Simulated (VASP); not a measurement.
```
CELL_PARAMETERS angstrom
     -1.58981     1.58981     1.58981
      1.58981    -1.58981     1.58981
      1.58981     1.58981    -1.58981
ATOMIC_POSITIONS crystal
  Mo 0.00000 0.00000 0.00000
```

All values below come from RPBE GGA, VASP's PBE PAW potentials (set 64) (plane waves; VASP). Run with 520 eV cut-off, 18×18×18 Γ-centred mesh, tetrahedra with Blöchl corrections, potentials Mo_sv.

**Question.** Predict the energy per atom (σ→0), band gap (on the k-mesh) with the smallest direct gap where there is one.

**Answer.** 
* **band gap (on the k-mesh)**: none (metal, semimetal or under 0.01 eV)
* **energy per atom (σ→0)**: -10.361 eV/atom

Only differences to runs with the same potentials and settings are physical.

The compound is Mo in the bcc structure. It was relaxed first.
